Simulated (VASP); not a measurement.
# Al15CrN16 (a cell with a defect) in VASP: notebook, part 2 of 2

VASP 6.6.1.

## 3. Single point, PBEsol+U, collinear spin, zero start

Contents of INCAR:

```
ALGO = Normal
EDIFF = 1E-5
ENCUT = 450
GGA = PS
ISIF = 2
ISMEAR = 0
ISPIN = 2
LASPH = True
LCHARG = False
LDAU = True
LDAUJ = 0 0 0
LDAUL = 2 -1 -1
LDAUPRINT = 1
LDAUTYPE = 2
LDAUU = 3 0 0
LMAXMIX = 4
LORBIT = 11
LREAL = Auto
LWAVE = False
MAGMOM = 0 0 0 0 0 0 0 0 0 0 0 0 0 0 0 0 0 0 0 0 0 0 0 0 0 0 0 0 0 0 0 0
NELECT = 138.0
NELM = 120
NUPDOWN = 0
PREC = Accurate
SIGMA = 0.03
```

Contents of KPOINTS:

```
k-points
0
Gamma
  3 3 2
```

Contents of POSCAR:

```
Al15CrN16
1.0
    6.2200008610      0.0000000000      0.0000000000
   -3.1100004305      5.3866787572      0.0000000000
    0.0000000000      0.0000000000      9.9600000000
Cr Al N
1 15 16
Direct
    0.3333333333      0.1666666667      0.0000000000
    0.3333333333      0.1666666667      0.5000000000
    0.3333333333      0.6666666667      0.0000000000
    0.3333333333      0.6666666667      0.5000000000
    0.8333333333      0.1666666667      0.0000000000
    0.8333333333      0.1666666667      0.5000000000
    0.8333333333      0.6666666667      0.0000000000
    0.8333333333      0.6666666667      0.5000000000
    0.1666666667      0.3333333333      0.2500000000
    0.1666666667      0.3333333333      0.7500000000
    0.1666666667      0.8333333333      0.2500000000
    0.1666666667      0.8333333333      0.7500000000
    0.6666666667      0.3333333333      0.2500000000
    0.6666666667      0.3333333333      0.7500000000
    0.6666666667      0.8333333333      0.2500000000
    0.6666666667      0.8333333333      0.7500000000
    0.3333333333      0.1666666667      0.1910000000
    0.3333333333      0.1666666667      0.6910000000
    0.3333333333      0.6666666667      0.1910000000
    0.3333333333      0.6666666667      0.6910000000
    0.8333333333      0.1666666667      0.1910000000
    0.8333333333      0.1666666667      0.6910000000
    0.8333333333      0.6666666667      0.1910000000
    0.8333333333      0.6666666667      0.6910000000
    0.1666666667      0.3333333333      0.4410000000
    0.1666666667      0.3333333333      0.9410000000
    0.1666666667      0.8333333333      0.4410000000
    0.1666666667      0.8333333333      0.9410000000
    0.6666666667      0.3333333333      0.4410000000
    0.6666666667      0.3333333333      0.9410000000
    0.6666666667      0.8333333333      0.4410000000
    0.6666666667      0.8333333333      0.9410000000
```

Potentials or basis: VASP PAW PBE potentials, release 64 (Cr_pv, Al, N).

On the command line:

```
> cat potpaw_PBE.64/Cr_pv/POTCAR potpaw_PBE.64/Al/POTCAR potpaw_PBE.64/N/POTCAR > POTCAR
> mpirun -np 1 vasp_std > vasp.out
```

OUTCAR:

```text
EDIFF = 1E-5
   ENCUT = 450
   GGA = PS
   ISIF = 2
   ISMEAR = 0
   ISPIN = 2
   LASPH = True
   LORBIT = 11
   LREAL = Auto
   NELECT = 138.0
   NELM = 120
   NUPDOWN = 0
   PREC = Accurate

 ion  position               nearest neighbor table
   1  0.333  0.167  0.000-  26 1.89  30 1.89  28 1.89  17 1.90   9 3.07  10 3.07  13 3.07  14 3.07
                            11 3.07  12 3.07   5 3.11   5 3.11   7 3.11   3 3.11   3 3.11   7 3.11
   2  0.333  0.167  0.500-  25 1.89  29 1.89  27 1.89  18 1.90   9 3.07  10 3.07  13 3.07  14 3.07
                            11 3.07  12 3.07   6 3.11   6 3.11   8 3.11   4 3.11   4 3.11   8 3.11
   3  0.333  0.667  0.000-  28 1.89  32 1.89  26 1.89  19 1.90  11 3.07  12 3.07  15 3.07  16 3.07
                             9 3.07  10 3.07   7 3.11   7 3.11   1 3.11   1 3.11   5 3.11   5 3.11
   4  0.333  0.667  0.500-  27 1.89  31 1.89  25 1.89  20 1.90  11 3.07  12 3.07  15 3.07  16 3.07
                             9 3.07  10 3.07   8 3.11   8 3.11   2 3.11   2 3.11   6 3.11   6 3.11
   5  0.833  0.167  0.000-  30 1.89  26 1.89  32 1.89  21 1.90  13 3.07  14 3.07   9 3.07  10 3.07
                            15 3.07  16 3.07   1 3.11   1 3.11   7 3.11   7 3.11   3 3.11   3 3.11
   6  0.833  0.167  0.500-  29 1.89  25 1.89  31 1.89  22 1.90  13 3.07  14 3.07   9 3.07  10 3.07
                            15 3.07  16 3.07   2 3.11   2 3.11   8 3.11   8 3.11   4 3.11   4 3.11
   7  0.833  0.667  0.000-  32 1.89  28 1.89  30 1.89  23 1.90  15 3.07  16 3.07  11 3.07  12 3.07
                            13 3.07  14 3.07   3 3.11   3 3.11   5 3.11   5 3.11   1 3.11   1 3.11
   8  0.833  0.667  0.500-  31 1.89  27 1.89  29 1.89  24 1.90  15 3.07  16 3.07  11 3.07  12 3.07
                            13 3.07  14 3.07   4 3.11   4 3.11   6 3.11   6 3.11   2 3.11   2 3.11
   9  0.167  0.333  0.250-  17 1.89  21 1.89  19 1.89  25 1.90   1 3.07   2 3.07   5 3.07   6 3.07
[... 17 lines left out ...]
  19  0.333  0.667  0.191-  11 1.89  15 1.89   9 1.89   3 1.90
  20  0.333  0.667  0.691-  12 1.89  16 1.89  10 1.89   4 1.90
  21  0.833  0.167  0.191-  13 1.89   9 1.89  15 1.89   5 1.90
  22  0.833  0.167  0.691-  14 1.89  10 1.89  16 1.89   6 1.90
[... 8 lines left out ...]
  31  0.667  0.833  0.441-   8 1.89   4 1.89   6 1.89  15 1.90
  32  0.667  0.833  0.941-   7 1.89   3 1.89   5 1.89  16 1.90

  LATTYP: Found a hexagonal cell.
 ALAT       =     6.2200008610
 C/A-ratio  =     1.6012859520

  Lattice vectors:

 A1 = (   6.2200008610,   0.0000000000,   0.0000000000)
 A2 = (  -3.1100004305,   5.3866787572,   0.0000000000)
 A3 = (   0.0000000000,   0.0000000000,   9.9600000000)

Analysis of symmetry for initial positions (statically):
=====================================================================
 Subroutine PRICEL returns:
 Original cell was already a primitive cell.

 Routine SETGRP: Setting up the symmetry group for a
 hexagonal supercell.

 Subroutine GETGRP returns: Found  6 space group operations
 (whereof  2 operations were pure point group operations)
 out of a pool of 24 trial point group operations.

The static configuration has the point symmetry C_1h.
 The point group associated with its full space group is C_3v.

Analysis of symmetry for dynamics (positions and initial velocities):
=====================================================================
 Subroutine PRICEL returns:
 Original cell was already a primitive cell.
[... 236 lines left out ...]
  o =  0.2059  v = -0.8474  0.0000 -0.0000  0.5309 -0.0000  0.0000  0.0000  0.0000  0.0000  0.0000      0.0000  0.0000  0.0000  0.0000  0.0000  0.0000  0.0000  0.0000  0.0000  0.0000
  o =  0.2059  v =  0.0000  0.5309 -0.0000 -0.0000 -0.8474  0.0000  0.0000  0.0000  0.0000  0.0000      0.0000  0.0000  0.0000  0.0000  0.0000  0.0000  0.0000  0.0000  0.0000  0.0000
  o =  0.8418  v = -0.5309  0.0000  0.0000 -0.8474  0.0000  0.0000  0.0000  0.0000  0.0000  0.0000      0.0000  0.0000  0.0000  0.0000  0.0000  0.0000  0.0000  0.0000  0.0000  0.0000
  o =  0.8418  v =  0.0000 -0.8474 -0.0000 -0.0000 -0.5309  0.0000  0.0000  0.0000  0.0000  0.0000      0.0000  0.0000  0.0000  0.0000  0.0000  0.0000  0.0000  0.0000  0.0000  0.0000
  o =  0.8419  v =  0.0000  0.0000  0.0000  0.0000  0.0000 -0.5314  0.0000  0.0000 -0.8471  0.0000      0.0000  0.0000  0.0000  0.0000  0.0000  0.0000  0.0000  0.0000  0.0000  0.0000
  o =  0.8419  v =  0.0000  0.0000  0.0000  0.0000  0.0000  0.0000 -0.8471 -0.0000 -0.0000 -0.5314      0.0000  0.0000  0.0000  0.0000  0.0000  0.0000  0.0000  0.0000  0.0000  0.0000

 number of electron     137.9999974 magnetization       0.0000000

 Free energy of the ion-electron system (eV)
  ---------------------------------------------------
  ext. energy  EPLUGINS =         0.00000000
  ---------------------------------------------------
  free energy    TOTEN  =      -239.54648518 eV

  energy without entropy =     -239.54615687  energy(sigma->0) =     -239.54632102

 E-fermi :  10.1092     XC(G=0): -11.2313

 val. band max:       10.0530835704   @ k =   0.3333   0.0000   0.5000
 cond. band min:      10.1504398174   @ k =   0.0000   0.0000   0.0000
 fundamental gap:      0.0973562470
 Fermi energy:        10.1093505104

 spin component 1

 k-point     1 :       0.0000    0.0000    0.0000
  band No.  band energies     occupation
      1     -32.4091      1.00000
      2     -32.4091      1.00000
      3     -32.1714      1.00000
      4      -9.2220      1.00000
      5      -8.3140      1.00000
      6      -8.0921      1.00000
[... 493 lines left out ...]
     80      12.7558      0.00000
     81      13.0492      0.00000
 Fermi energy:        10.1091613155

 spin component 2

 k-point     1 :       0.0000    0.0000    0.0000
  band No.  band energies     occupation
      1     -32.4096      1.00000
      2     -32.4096      1.00000
      3     -32.1709      1.00000
      4      -9.2220      1.00000
      5      -8.3140      1.00000
      6      -8.0921      1.00000
[... 493 lines left out ...]
     80      12.7560      0.00000
     81      13.0493      0.00000
 [bands above 81 left out]

------------------------ aborting loop because EDIFF is reached ----------------------------------------

  FORCE on cell =-STRESS in cart. coord.  units (eV):
  Direction    XX          YY          ZZ          XY          YZ          ZX
  --------------------------------------------------------------------------------------
  -------------------------------------------------------------------------------------
  Total       15.7913387     15.7913387     15.0811519     -0.0000000      0.0000000     -0.0000000
  in kB       75.8156167     75.8156167     72.4059466     -0.0000000      0.0000000     -0.0000000
  external PRESSURE =      74.6790600 kB  Pullay stress =       0.0000000 kB

 VOLUME and BASIS-vectors are now :
 -----------------------------------------------------------------------------
  energy-cutoff  :      450.00
  volume of cell :      333.71
      direct lattice vectors                 reciprocal lattice vectors
     6.220000861  0.000000000  0.000000000     0.160771682  0.092821574  0.000000000
    -3.110000430  5.386678757  0.000000000     0.000000000  0.185643148  0.000000000
     0.000000000  0.000000000  9.960000000     0.000000000  0.000000000  0.100401606

 POSITION                                       TOTAL-FORCE (eV/Angst)
 -----------------------------------------------------------------------------------
      1.55500      0.89778      0.00000         0.000000     -0.000000     -0.150169
      1.55500      0.89778      4.98000         0.000000     -0.000000     -0.223618
     -0.00000      3.59112      0.00000        -0.525626     -0.303471     -0.173186
     -0.00000      3.59112      4.98000        -0.026926     -0.015546      0.023169
      4.66500      0.89778      0.00000        -0.000000      0.606941     -0.173186
      4.66500      0.89778      4.98000         0.000000      0.031092      0.023169
[... 24 lines left out ...]
      1.55500      4.48890      4.39236         0.000000     -0.000000      0.098778
      1.55500      4.48890      9.37236         0.000000     -0.000000     -0.105695
 -----------------------------------------------------------------------------------
    total drift:                               -0.000005      0.000004      0.029579

  FREE ENERGIE OF THE ION-ELECTRON SYSTEM (eV)
  ---------------------------------------------------
  free  energy   TOTEN  =      -239.5464851757 eV

  energy  without entropy=     -239.5461568667  energy(sigma->0) =     -239.54632102

 total charge

# of ion       s       p       d       tot
------------------------------------------
    1        0.357   6.388   4.544  11.290
    2        0.372   0.447   0.000   0.819
    3        0.375   0.451   0.000   0.826
    4        0.373   0.449   0.000   0.822
    5        0.375   0.451   0.000   0.826
    6        0.373   0.449   0.000   0.822
[... 24 lines left out ...]
   31        1.225   2.622   0.000   3.846
   32        1.225   2.621   0.000   3.846
--------------------------------------------------
tot         25.571  54.938   4.544  85.054

 magnetization (x)

# of ion       s       p       d       tot
------------------------------------------
    1        0.000   0.000  -0.000  -0.000
    2        0.000   0.000   0.000   0.000
    3       -0.000  -0.000   0.000  -0.000
    4        0.000   0.000   0.000   0.000
    5       -0.000  -0.000   0.000  -0.000
    6        0.000   0.000   0.000   0.000
[... 24 lines left out ...]
   31        0.000   0.000   0.000   0.000
   32        0.000   0.000   0.000   0.000
--------------------------------------------------
tot          0.000  -0.000  -0.000  -0.000
```

Wall time 17 min (1 thread of Intel Xeon Platinum 8259CL at 2.50GHz (Skylake/Cascade Lake), shared host); peak memory 0.62 GiB.

Results:

| Property | Result |
| --- | --- |
| Free energy | -239.5465 eV |
| Largest force | 2.879 eV/Å |
| Net moment | 0.00 μB per cell |
| Valence electrons inside the program's atomic spheres | Cr 11.29; Al 0.82, 0.83; N 3.82, 3.85, 3.84, 3.83 |

Forces in eV/Å, atoms in the order of the input:
```
Cr   0.000  0.000 -0.150
Al   0.000  0.000 -0.224
Al  -0.526 -0.303 -0.173
Al  -0.027 -0.016  0.023
Al   0.000  0.607 -0.173
Al   0.000  0.031  0.023
Al   0.526 -0.303 -0.173
Al   0.027 -0.016  0.023
Al   0.618 -0.357 -0.636
Al  -0.023  0.013  0.823
Al   0.000  0.714 -0.636
Al   0.000 -0.027  0.823
Al  -0.618 -0.357 -0.636
Al   0.023  0.013  0.823
Al   0.000  0.000 -0.206
Al   0.000  0.000  0.324
N    0.000  0.000  2.879
N    0.000  0.000 -0.439
N    0.019  0.011  0.302
N    0.152  0.088 -0.433
N    0.000 -0.022  0.302
N    0.000 -0.176 -0.433
N   -0.019  0.011  0.302
N   -0.152  0.088 -0.433
N   -0.155  0.090  0.298
N   -1.866  1.078 -0.930
N    0.000 -0.179  0.298
N    0.000 -2.155 -0.930
N    0.155  0.090  0.298
N    1.866  1.078 -0.930
N    0.000  0.000  0.099
N    0.000  0.000 -0.106
```

Eigenvalues of the final occupation matrices:
| site | spin | trace | eigenvalues |
| --- | --- | --- | --- |
| site 1 d | 1 | 2.29 | 0.20 0.21 0.21 0.84 0.84 |
| site 1 d | 2 | 2.30 | 0.20 0.21 0.21 0.84 0.84 |

Caveat: the k mesh is coarse (spacing up to 0.39 Å⁻¹), so the values aren't converged; the cell is charged against a uniform background, so pressure and absolute levels hang on convention; the cutoff is under 1.25 times the usual one of these potentials, so pressure, stress and relaxed cells hold a basis-set (Pulay) error; the PAW data sets were made with another functional, which shifts forces and pressure a little; the total moment is fixed, so each spin has its own Fermi level.

## 4. Relaxation of the atoms, PBEsol+U, collinear spin, ferromagnetic start

Contents of INCAR:

```
SYSTEM = Al15CrN16
ALGO = Normal
EDIFF = 1E-5
EDIFFG = -0.03
ENCUT = 450
GGA = PS
IBRION = 2
ISIF = 2
ISMEAR = 0
ISPIN = 2
LASPH = .TRUE.
LCHARG = .FALSE.
LDAU = .TRUE.
LDAUJ = 0 0 0
LDAUL = 2 -1 -1
LDAUPRINT = 1
LDAUTYPE = 2
LDAUU = 3 0 0
LMAXMIX = 4
LORBIT = 11
LREAL = Auto
LWAVE = .FALSE.
MAGMOM = 4 0 0 0 0 0 0 0 0 0 0 0 0 0 0 0 0 0 0 0 0 0 0 0 0 0 0 0 0 0 0 0
NELECT = 138.0
NELM = 120
NSW = 40
PREC = Accurate
SIGMA = 0.03
```

Contents of KPOINTS:

```
k-points
0
G
  3 3 2
  0 0 0
```

POSCAR is that of step 3.

On the command line:

```
> cat potpaw_PBE.64/Cr_pv/POTCAR potpaw_PBE.64/Al/POTCAR potpaw_PBE.64/N/POTCAR > POTCAR
> mpirun -np 1 vasp_std > vasp.out
```

Wall time 73 min (1 thread of Intel Xeon Platinum 8259CL at 2.50GHz (Skylake/Cascade Lake), shared host); peak memory 0.64 GiB.

It converged, with:

* Free energy: -242.1700 eV
* Energy gained by relaxing: 28.4 meV/atom
* Ionic steps: 14
* Largest force after relaxing: 0.026 eV/Å
* Band gap on the k mesh: 0.43 eV, indirect (least direct gap 0.46 eV)
* Net moment: 4.00 μB per cell
* Site moments: Cr +3.42; Al +0.00, +0.01; N -0.01, -0.00, +0.00, +0.01 μB
* Valence electrons inside the program's atomic spheres: Cr 10.85; Al 0.81, 0.83, 0.82; N 3.85, 3.83, 3.84

Forces on the atoms (eV/Å):
```
Cr   0.000  0.000  0.007
Al   0.000  0.000 -0.026
Al  -0.002 -0.001  0.004
Al   0.004  0.002 -0.001
Al   0.000  0.002  0.004
Al   0.000 -0.005 -0.001
Al   0.002 -0.001  0.004
Al  -0.004  0.002 -0.001
Al  -0.007  0.004 -0.005
Al   0.001  0.000  0.005
Al   0.000 -0.009 -0.005
Al   0.000  0.001  0.005
Al   0.007  0.004 -0.005
Al  -0.001  0.000  0.005
Al   0.000  0.000  0.004
Al   0.000  0.000  0.015
N    0.000  0.000  0.002
N    0.000  0.000 -0.004
N    0.001  0.001 -0.012
N    0.003  0.001  0.009
N    0.000 -0.001 -0.012
N    0.000 -0.003  0.009
N   -0.001  0.001 -0.012
N   -0.003  0.001  0.009
N   -0.013  0.008  0.003
N    0.002 -0.001 -0.001
N    0.000 -0.015  0.003
N    0.000  0.002 -0.001
N    0.013  0.008  0.003
N   -0.002 -0.001 -0.001
N    0.000  0.000  0.004
N    0.000  0.000 -0.005
```

Step by step:
```csv
step,energy change (eV),largest force (eV/Å),pressure (GPa)
1,0.0000,3.2321,8.12
2,-0.6459,1.4533,8.57
3,-0.8215,0.6104,8.17
4,-0.8810,0.3938,8.06
5,-0.8904,0.2718,8.08
6,-0.9013,0.1490,8.05
7,-0.9014,0.1573,8.04
8,-0.9056,0.1226,8.05
9,-0.9061,0.1104,8.06
10,-0.9082,0.0537,8.05
11,-0.9082,0.0553,8.05
12,-0.9087,0.0400,8.04
13,-0.9087,0.0371,8.04
14,-0.9090,0.0260,8.04
```

Final structure:
```
CELL_PARAMETERS angstrom
6.22000 0.00000 0.00000
-3.11000 5.38668 0.00000
0.00000 0.00000 9.96000
ATOMIC_POSITIONS crystal
Cr 0.33333 0.16667 0.00479
Al 0.33333 0.16667 0.49914
Al 0.33100 0.66550 0.99832
Al 0.33387 0.66693 0.49977
Al 0.83450 0.16900 0.99832
Al 0.83307 0.16613 0.49977
Al 0.83450 0.66550 0.99832
Al 0.83307 0.66693 0.49977
Al 0.16641 0.33359 0.25069
Al 0.16531 0.33469 0.75087
Al 0.16641 0.83282 0.25069
Al 0.16531 0.83063 0.75087
Al 0.66718 0.33359 0.25069
Al 0.66937 0.33469 0.75087
Al 0.66667 0.83333 0.24788
Al 0.66667 0.83333 0.75075
N 0.33333 0.16667 0.20776
N 0.33333 0.16667 0.69084
N 0.33269 0.66634 0.19172
N 0.33537 0.66769 0.68838
N 0.83366 0.16731 0.19172
N 0.83231 0.16463 0.68838
N 0.83366 0.66634 0.19172
N 0.83231 0.66769 0.68838
N 0.16572 0.33428 0.44234
N 0.15638 0.34362 0.93624
N 0.16572 0.83145 0.44234
N 0.15638 0.81275 0.93624
N 0.66855 0.33428 0.44234
N 0.68725 0.34362 0.93624
N 0.66667 0.83333 0.43901
N 0.66667 0.83333 0.94079
```

Levels at points of the mesh, in eV from the valence-band top:
Spin up:
```tsv
k point	band 69	band 70	band 71	band 72	band 73	band 74
(0.00, 0.00, 0.00)	-1.65	0.00	0.00	0.54	1.28	2.32
(0.00, 0.00, 0.50)	-1.62	-0.03	-0.03	0.43	1.99	1.99
```
Spin down:
| k point | band 64 | band 65 | band 66 | band 67 | band 68 | band 69 | band 70 | band 71 |
| --- | --- | --- | --- | --- | --- | --- | --- | --- |
| (0.00, 0.00, 0.00) | -3.22 | -2.90 | -2.73 | -2.73 | 1.35 | 1.82 | 2.15 | 2.15 |
| (0.00, 0.00, 0.50) | -3.28 | -3.28 | -2.73 | -2.73 | 1.63 | 1.96 | 1.96 | 2.01 |

Eigenvalues of the final occupation matrices:
| site | spin | trace | eigenvalues |
| --- | --- | --- | --- |
| site 1 d | 1 | 3.78 | 0.22 0.86 0.86 0.92 0.92 |
| site 1 d | 2 | 0.44 | 0.04 0.04 0.12 0.12 0.13 |

Caveat: the cell is charged against a uniform background, so pressure and absolute levels hang on convention; the cutoff is under 1.25 times the usual one of these potentials, so pressure, stress and relaxed cells hold a basis-set (Pulay) error; the PAW data sets were made with another functional, which shifts forces and pressure a little; only a ferromagnetic start was run, and an antiferromagnetic order may lie lower in energy. The state reached can hang on the start; a lower one may exist.

## 5. Summary

| task | spin | fixed moment (μB) | cell | mesh quality | moment (μB) | largest force (eV/Å) |
| --- | --- | --- | --- | --- | --- | --- |
| single point | collinear, ferromagnetic start | 2 | as given | coarse | 2.00 | 2.40 |
| single point | collinear, zero start | 0 | as given | coarse | 0.00 | 2.88 |
| relaxation of the atoms | collinear, ferromagnetic start | - | atoms relaxed | not flagged | 4.00 | 0.03 |

Alike in all rows: level PBEsol+U; potentials or basis VASP PAW PBE potentials, release 64 (Cr_pv, Al, N); Cr d U = 3 eV; k mesh 3 × 3 × 2; cutoff (eV) 450; smearing gaussian 0.03 eV.

Caveats: some runs use coarse meshes; the cell is charged against a uniform background, so pressure and absolute levels hang on convention; the cutoff is under 1.25 times the usual one of these potentials, so pressure, stress and relaxed cells hold a basis-set (Pulay) error; the PAW data sets were made with another functional, which shifts forces and pressure a little; the total moment is fixed, so each spin has its own Fermi level (some runs).

Absolute energies hang on the potentials; compare differences alone.
